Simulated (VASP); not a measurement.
# Cu2BrCl (R-3m) in VASP: further runs

The runs below take Cu2BrCl through single point, with PBE.

Everything below comes from runs of VASP 6.6.1. Logs are shortened: lines on timing, memory, paths and dates and some standing lists are left out, and cuts for length are marked.

## Step 1: Starting point

The structure is trigonal, space group R-3m (No. 166). The conventional cell has a = 3.711 Å, b = 3.711 Å, c = 18.143 Å, α = 90.00°, β = 90.00°, γ = 120.00°. Br (site symmetry -3m) has 6 Cu at 2.64 Å as nearest neighbours. Cu (site symmetry 3m) is surrounded by 3 Cl at 2.61 Å and 3 Br at 2.64 Å. Cl (site symmetry -3m) is surrounded by 6 Cu at 2.61 Å.

The cell comes from a database or a generator and needn't be the stable form of this composition.

## Step 2: Single point, PBE

INCAR

```
SYSTEM = Cu2BrCl
PREC = Accurate
ENCUT = 500
EDIFF = 1E-6
ISMEAR = 0
SIGMA = 0.02
LREAL = .FALSE.
LASPH = .TRUE.
NELM = 100
ALGO = Normal
ISIF = 2
LWAVE = .FALSE.
LCHARG = .FALSE.
GGA = PE
NBANDS = 26
```

KPOINTS

```
Automatic mesh
0
G
  4 4 4
  0 0 0
```

POSCAR

```
Cu2BrCl
1.0
    1.8555099526      1.0712791706      6.0475086568
   -1.8555099526      1.0712791706      6.0475086568
    0.0000000000     -2.1425583412      6.0475086568
Br Cu Cl
1 2 1
Direct
    0.0000000000      0.0000000000      0.0000000000
    0.7516030000      0.7516030000      0.7516030000
    0.2483970000      0.2483970000      0.2483970000
    0.5000000000      0.5000000000      0.5000000000
```

Potentials or basis: VASP PAW PBE potentials, release 64 (Br_GW, Cu_GW, Cl_GW).

Started as:

```console
$ cat potpaw_PBE.64/Br_GW/POTCAR potpaw_PBE.64/Cu_GW/POTCAR potpaw_PBE.64/Cl_GW/POTCAR > POTCAR
$ mpirun -np 1 vasp_std > vasp.out
```

OUTCAR:

```text
SYSTEM = Cu2BrCl
   PREC = Accurate
   ENCUT = 500
   EDIFF = 1E-6
   ISMEAR = 0
   LREAL = .FALSE.
   LASPH = .TRUE.
   NELM = 100
   ISIF = 2
   GGA = PE

 ion  position               nearest neighbor table
   1  0.000  0.000  0.000-   2 2.64   3 2.64   2 2.64   2 2.64   3 2.64   3 2.64
   2  0.752  0.752  0.752-   1 2.64   1 2.64   1 2.64
   3  0.248  0.248  0.248-   1 2.64   1 2.64   1 2.64
   4  0.500  0.500  0.500-

  LATTYP: Found a trigonal (rhomboedric) cell.
 ALAT       =     6.4158333207
 COS(alpha) =     0.8327175323

  Lattice vectors:

 A1 = (   1.8555099526,   1.0712791706,   6.0475086568)
 A2 = (  -1.8555099526,   1.0712791706,   6.0475086568)
 A3 = (   0.0000000000,  -2.1425583412,   6.0475086568)

Analysis of symmetry for initial positions (statically):
=====================================================================
 Subroutine PRICEL returns:
 Original cell was already a primitive cell.

 Routine SETGRP: Setting up the symmetry group for a
 trigonal (rhombohedral) supercell.

 Subroutine GETGRP returns: Found 12 space group operations
 (whereof 12 operations were pure point group operations)
 out of a pool of 12 trial point group operations.

The static configuration has the point symmetry D_3d.

Analysis of symmetry for dynamics (positions and initial velocities):
=====================================================================
 Subroutine PRICEL returns:
 Original cell was already a primitive cell.

 Routine SETGRP: Setting up the symmetry group for a
 trigonal (rhombohedral) supercell.

 Subroutine GETGRP returns: Found 12 space group operations
 (whereof 12 operations were pure point group operations)
 out of a pool of 12 trial point group operations.

The dynamic configuration has the point symmetry D_3d.

 Subroutine INISYM returns: Found 12 space group operations
 (whereof 12 operations are pure point group operations),
 and found     1 'primitive' translations

----------------------------------------------------------------------------------------

                                     Primitive cell

  volume of cell :      72.1263

  direct lattice vectors                    reciprocal lattice vectors
     1.855509953  1.071279171  6.047508657     0.269467700  0.155577249  0.055119116
    -1.855509953  1.071279171  6.047508657    -0.269467700  0.155577249  0.055119116
     0.000000000 -2.142558341  6.047508657     0.000000000 -0.311154499  0.055119116

  length of vectors
     6.415833321  6.415833321  6.415833321     0.315998796  0.315998796  0.315998796

  position of ions in fractional coordinates (direct lattice)
     0.000000000  0.000000000  0.000000000
     0.751603000  0.751603000  0.751603000
     0.248397000  0.248397000  0.248397000
     0.500000000  0.500000000  0.500000000

  ion indices of the primitive-cell ions
   primitive index   ion index
                 1           1
                 2           2
                 3           3
                 4           4

----------------------------------------------------------------------------------------

 KPOINTS: Automatic mesh

Automatic generation of k-mesh.
 Grid dimensions read from file:
 generate k-points for:    4    4    4

 Generating k-lattice:

  Cartesian coordinates                     Fractional coordinates (reciprocal lattice)
     0.067366925  0.038894312  0.013779779     0.250000000 -0.000000000  0.000000000
    -0.067366925  0.038894312  0.013779779    -0.000000000  0.250000000  0.000000000
     0.000000000 -0.077788625  0.013779779     0.000000000  0.000000000  0.250000000

  Length of vectors
     0.078999699  0.078999699  0.078999699

  Shift w.r.t. Gamma in fractional coordinates (k-lattice)
     0.000000000  0.000000000  0.000000000

 Subroutine IBZKPT returns following result:
 ===========================================

 Found     13 irreducible k-points:

 Following reciprocal coordinates:
            Coordinates               Weight
  0.000000  0.000000  0.000000      1.000000
  0.250000  0.000000  0.000000      6.000000
  0.500000  0.000000  0.000000      3.000000
  0.250000  0.250000  0.000000      6.000000
  0.500000  0.250000  0.000000     12.000000
 -0.250000  0.250000  0.000000      6.000000
  0.500000  0.500000  0.000000      3.000000
  0.250000  0.250000  0.250000      2.000000
  0.500000  0.250000  0.250000      6.000000
 -0.250000  0.250000  0.250000      6.000000
  0.500000  0.500000  0.250000      6.000000
 -0.250000  0.500000  0.250000      6.000000
  0.500000  0.500000  0.500000      1.000000
   k-points           NKPTS =     13   k-points in BZ     NKDIM =     13   number of bands    NBANDS=     26
   number of dos      NEDOS =    301   number of ions     NIONS =      4
   total plane-waves  NPLWV = 110592
   dimension x,y,z NGX =    48 NGY =   48 NGZ =   48
   dimension x,y,z NGXF=    96 NGYF=   96 NGZF=   96
   ions per type =               1   2   1
   NGX,Y,Z   is equivalent  to a cutoff of  12.44, 12.44, 12.44 a.u.
   NGXF,Y,Z  is equivalent  to a cutoff of  24.88, 24.88, 24.88 a.u.
 SYSTEM =  Cu2BrCl
   PREC   = accura    normal or accurate (medium, high low for compatibility)
   ISTART =      0    job   : 0-new  1-cont  2-samecut
   ICHARG =      2    charge: 1-file 2-atom 10-const
   ISPIN  =      1    spin polarized calculation?
   LNONCOLLINEAR =      F non collinear calculations
   LSORBIT =      F    spin-orbit coupling
   LASPH  =      T    aspherical Exc in radial PAW
   ENCUT  =  500.0 eV  36.75 Ry    6.06 a.u.  11.70 11.70 11.70*2*pi/ulx,y,z
   NELM   =    100;   NELMIN=  2; NELMDL= -5     # of ELM steps
   EDIFF  = 0.1E-05   stopping-criterion for ELM
   LREAL  =      F    real-space projection
   EDIFFG = 0.1E-04   stopping-criterion for IOM
   NSW    =      0    number of steps for IOM
   IBRION =     -1    ionic relax: 0-MD 1-quasi-New 2-CG
   NFREE  =      0    steps in history (QN), initial steepest desc. (CG)
   ISIF   =      2    stress and relaxation
   ISYM   =      2    0-nonsym 1-usesym 2-fastsym
   POTIM  = 0.5000    time-step for ionic-motion
   TEBEG  =    0.0;   TEEND  =   0.0 temperature during run
   PSTRESS=    0.0 pullay stress
   NELECT =      36.0000    total number of electrons
   NUPDOWN=      -1.0000    fix difference up-down
   EMIN   =  10.00;   EMAX   =-10.00  energy-range for DOS
   EFERMI =   0.00;   METHOD = LEGACY
   ISMEAR =     0;   SIGMA  =   0.02  broadening in eV -4-tet -1-fermi 0-gaus
   EFERMI_NEDOS =   21; number of points for ismear=-14 and -15
   IALGO  =     38    algorithm
   IMIX   =      4    mixing-type and parameters
     AMIX     =   0.40;   BMIX     =  1.00
     AMIX_MAG =   1.60;   BMIX_MAG =  1.00
  volume/ion in A,a.u.               =      18.03       121.68
  Fermi-wavevector in a.u.,A,eV,Ry     =   1.298607  2.454012 22.944597  1.686380
  Thomas-Fermi vector in A             =   2.429924
   LORBIT       =      0    0 simple, 1 ext, 2 COOP (PROOUT), +10 PAW based schemes
   GGA     = PE    functional components
   LHFCALC =     F    Hartree Fock is set to
   AEXX    =    0.0000 exact exchange contribution
   IVDW    =     0    specifies the selected vdW correction
   LEPSILON=     F    determine dielectric tensor
   LRPA    =     F    only Hartree local field effects (RPA)
 non-spin polarized calculation
 Gauss-broadening in eV      SIGMA  =   0.02
  energy-cutoff  :      500.00
  volume of cell :       72.13
 maximum number of plane-waves:      1853
 NGX is ok and might be reduce to    48
   NGX = 23   NGY = 23   NGZ = 23

 number of electron      36.0000002 magnetization

 Free energy of the ion-electron system (eV)
  ---------------------------------------------------
  ext. energy  EPLUGINS =         0.00000000
  ---------------------------------------------------
  free energy    TOTEN  =       -11.46300714 eV

  energy without entropy =      -11.46300714  energy(sigma->0) =      -11.46300714

 E-fermi :   4.4103     XC(G=0): -10.4483

 val. band max:        4.3245952466   @ k =   0.0000   0.0000   0.0000
 cond. band min:       4.4969880766   @ k =   0.0000   0.0000   0.0000
 fundamental gap:      0.1723928300
 Fermi energy:         4.4102983920

 k-point     1 :       0.0000    0.0000    0.0000
  band No.  band energies     occupation
      1     -12.6347      2.00000
      2     -11.8603      2.00000
      3      -2.8141      2.00000
      4      -0.1682      2.00000
      5      -0.1682      2.00000
      6       1.1181      2.00000
[... 18 lines left out ...]
     25      13.3539      0.00000
     26      13.3804      0.00000

 k-point     2 :       0.2500    0.0000    0.0000
  band No.  band energies     occupation
      1     -12.3127      2.00000
      2     -11.7485      2.00000
      3      -2.1451      2.00000
      4      -1.0876      2.00000
      5      -0.8656      2.00000
      6      -0.2447      2.00000
[... 18 lines left out ...]
     25      11.9455      0.00000
     26      12.7144      0.00000

 k-point     3 :       0.5000    0.0000    0.0000
  band No.  band energies     occupation
      1     -11.9082      2.00000
      2     -11.6680      2.00000
      3      -2.1160      2.00000
      4      -2.0799      2.00000
      5      -0.8165      2.00000
      6      -0.6010      2.00000
[... 18 lines left out ...]
     25      12.3444      0.00000
     26      12.5098      0.00000

 k-point     4 :       0.2500    0.2500    0.0000
  band No.  band energies     occupation
      1     -12.2900      2.00000
      2     -11.7755      2.00000
      3      -2.0955      2.00000
      4      -1.3005      2.00000
      5      -0.6948      2.00000
      6      -0.2074      2.00000
[... 18 lines left out ...]
     25      11.9765      0.00000
     26      12.3506      0.00000
[... 177 lines left out ...]
      1     -12.1529      2.00000
      2     -11.9317      2.00000
      3      -1.7952      2.00000
      4      -1.6957      2.00000
      5      -0.1242      2.00000
      6      -0.1088      2.00000
[... 18 lines left out ...]
     25      11.5334      0.00000
     26      13.2446      0.00000

 k-point    12 :      -0.2500    0.5000    0.2500
  band No.  band energies     occupation
      1     -11.9078      2.00000
      2     -11.6684      2.00000
      3      -2.1036      2.00000
      4      -2.0954      2.00000
      5      -0.8362      2.00000
      6      -0.5903      2.00000
[... 18 lines left out ...]
     25      12.4288      0.00000
     26      12.5165      0.00000

 k-point    13 :       0.5000    0.5000    0.5000
  band No.  band energies     occupation
      1     -12.3265      2.00000
      2     -12.2269      2.00000
      3      -1.2858      2.00000
      4      -1.2799      2.00000
      5       0.0816      2.00000
      6       0.0816      2.00000
[... 18 lines left out ...]
     25      11.7380      0.00000
     26      11.7380      0.00000

------------------------ aborting loop because EDIFF is reached ----------------------------------------

  FORCE on cell =-STRESS in cart. coord.  units (eV):
  Direction    XX          YY          ZZ          XY          YZ          ZX
  --------------------------------------------------------------------------------------
  -------------------------------------------------------------------------------------
  Total        0.5222231      0.5222231      0.3485549      0.0000000      0.0000000      0.0000000
  in kB       11.6003992     11.6003992      7.7426223      0.0000000      0.0000000      0.0000000
  external PRESSURE =      10.3144736 kB  Pullay stress =       0.0000000 kB

 VOLUME and BASIS-vectors are now :
 -----------------------------------------------------------------------------
  energy-cutoff  :      500.00
  volume of cell :       72.13
      direct lattice vectors                 reciprocal lattice vectors
     1.855509953  1.071279171  6.047508657     0.269467700  0.155577249  0.055119116
    -1.855509953  1.071279171  6.047508657    -0.269467700  0.155577249  0.055119116
     0.000000000 -2.142558341  6.047508657     0.000000000 -0.311154499  0.055119116

 POSITION                                       TOTAL-FORCE (eV/Angst)
 -----------------------------------------------------------------------------------
      0.00000      0.00000      0.00000        -0.000000      0.000000      0.000000
      0.00000      0.00000     13.63598        -0.000000      0.000000      0.114795
      0.00000      0.00000      4.50655        -0.000000     -0.000000     -0.114795
      0.00000      0.00000      9.07126         0.000000     -0.000000      0.000000
 -----------------------------------------------------------------------------------
    total drift:                                0.000000     -0.000000      0.000000

  FREE ENERGIE OF THE ION-ELECTRON SYSTEM (eV)
  ---------------------------------------------------
  free  energy   TOTEN  =       -11.4630071429 eV

  energy  without entropy=      -11.4630071429  energy(sigma->0) =      -11.46300714
```

It took 57 s on 1 thread of Intel Xeon Platinum 8488C (Sapphire Rapids), shared host; peak memory 0.34 GiB.

What came out:

* Free energy: -11.4630 eV
* Pressure: 1.0 GPa
* Largest force: 0.115 eV/Å
* Band gap on the k mesh: 0.17 eV, direct

Forces in eV/Å, atoms in the order of the input:
```
Br   0.000  0.000  0.000
Cu   0.000  0.000  0.115
Cu   0.000  0.000 -0.115
Cl   0.000  0.000  0.000
```

Stress tensor (GPa, compression positive):
```
1.16 0.00 0.00
0.00 1.16 0.00
0.00 0.00 0.77
```

Levels at points of the mesh, in eV from the valence-band top:
| k point | band 15 | band 16 | band 17 | band 18 | band 19 | band 20 | band 21 | band 22 |
| --- | --- | --- | --- | --- | --- | --- | --- | --- |
| (0.00, 0.00, 0.00) | -1.33 | -1.23 | 0.00 | 0.00 | 0.17 | 2.98 | 5.83 | 5.83 |
| (0.50, 0.00, 0.00) | -0.95 | -0.85 | -0.76 | -0.75 | 2.25 | 2.70 | 5.41 | 6.05 |
| (0.50, 0.50, 0.00) | -1.22 | -1.14 | -0.04 | -0.02 | 0.42 | 2.97 | 5.82 | 5.85 |
| (0.50, 0.50, 0.50) | -0.86 | -0.86 | -0.55 | -0.55 | 2.47 | 2.50 | 6.36 | 6.91 |

Caveat: the k mesh is coarse (spacing up to 0.50 Å⁻¹), so the values aren't converged. A k mesh can miss the band edges.

## Step 3: Single point, PBE

INCAR

```
PREC = Accurate ; ENCUT = 500
EDIFF = 1E-6 ; ISMEAR = 0
SIGMA = 0.02 ; LREAL = F
LASPH = T ; NELM = 100
ALGO = Normal ; ISIF = 2
LWAVE = F ; LCHARG = F
GGA = PE ; NBANDS = 26
```

KPOINTS

```
regular mesh
0
Gamma
  4 4 4
```

POSCAR is that of step 2.

Potentials or basis: VASP PAW PBE potentials, release 64 (Br_GW, Cu_GW, Cl_GW).

Started as:

```console
$ cat potpaw_PBE.64/Br_GW/POTCAR potpaw_PBE.64/Cu_GW/POTCAR potpaw_PBE.64/Cl_GW/POTCAR > POTCAR
$ mpirun -np 1 vasp_std > vasp.out
```

Run time: 54 s. Hardware: 1 thread of Intel Xeon Platinum 8488C (Sapphire Rapids), shared host; peak memory 0.34 GiB.

Results (log left out):

* Free energy: -11.4630 eV
* Pressure: 1.0 GPa
* Largest force: 0.115 eV/Å
* Band gap on the k mesh: 0.17 eV, direct

Forces on the atoms (eV/Å):
```
Br   0.000  0.000  0.000
Cu   0.000  0.000  0.115
Cu   0.000  0.000 -0.115
Cl   0.000  0.000  0.000
```

Stress tensor (GPa, compression positive):
```
1.16 0.00 0.00
0.00 1.16 0.00
0.00 0.00 0.77
```

Levels at points of the mesh, in eV from the valence-band top:
```
           k point  band 16  band 17  band 18  band 19  band 20  band 21
(0.00, 0.00, 0.00)    -1.23     0.00     0.00     0.17     2.98     5.83
(0.50, 0.00, 0.00)    -0.85    -0.76    -0.75     2.25     2.70     5.41
(0.50, 0.50, 0.00)    -1.14    -0.04    -0.02     0.42     2.97     5.82
(0.50, 0.50, 0.50)    -0.86    -0.55    -0.55     2.47     2.50     6.36
```

Caveat: the k mesh is coarse (spacing up to 0.50 Å⁻¹), so the values aren't converged. As with any semilocal functional, this PBE gap is likely too small.

## Step 4: Single point, PBE

INCAR

```
SYSTEM = Cu2BrCl
PREC = Accurate
ENCUT = 450
EDIFF = 1E-6
ISMEAR = 0
SIGMA = 0.02
LREAL = .FALSE.
LASPH = .TRUE.
NELM = 60
ALGO = Normal
ISIF = 2
LWAVE = .FALSE.
LCHARG = .TRUE.
GGA = PE
LELF = .TRUE.
LVHAR = .TRUE.
```

KPOINTS

```
Automatic mesh
0
G
  4 4 4
  0 0 0
```

POSCAR is that of step 3.

Started as:

```console
$ cat potpaw_PBE.64/Br_GW/POTCAR potpaw_PBE.64/Cu_GW/POTCAR potpaw_PBE.64/Cl_GW/POTCAR > POTCAR
$ mpirun -np 1 vasp_std > vasp.out
```

Run time: 67 s. Hardware: 1 thread of Intel Xeon Platinum 8488C (Sapphire Rapids), shared host; peak memory 0.34 GiB.

It converged, with:

* Free energy: -11.4631 eV
* Pressure: 1.2 GPa
* Largest force: 0.115 eV/Å
* Band gap on the k mesh: 0.17 eV, direct

Forces in eV/Å, atoms in the order of the input:
```
Br   0.000  0.000  0.000
Cu   0.000  0.000  0.115
Cu   0.000  0.000 -0.115
Cl   0.000  0.000  0.000
```

Stress tensor (GPa, compression positive):
```
1.28 0.00 0.00
0.00 1.28 0.00
0.00 0.00 0.90
```

Levels at points of the mesh, in eV from the valence-band top:
| k point | band 14 | band 15 | band 16 | band 17 | band 18 | band 19 | band 20 | band 21 | band 22 |
| --- | --- | --- | --- | --- | --- | --- | --- | --- | --- |
| (0.00, 0.00, 0.00) | -1.33 | -1.33 | -1.23 | 0.00 | 0.00 | 0.17 | 2.98 | 5.83 | 5.83 |
| (0.50, 0.00, 0.00) | -1.22 | -0.95 | -0.85 | -0.76 | -0.75 | 2.25 | 2.70 | 5.41 | 6.05 |
| (0.50, 0.50, 0.00) | -1.23 | -1.22 | -1.14 | -0.04 | -0.02 | 0.42 | 2.97 | 5.82 | 5.86 |
| (0.50, 0.50, 0.50) | -1.45 | -0.86 | -0.86 | -0.55 | -0.55 | 2.47 | 2.50 | 6.36 | 6.91 |

Caveat: the k mesh is coarse (spacing up to 0.50 Å⁻¹), so the values aren't converged.
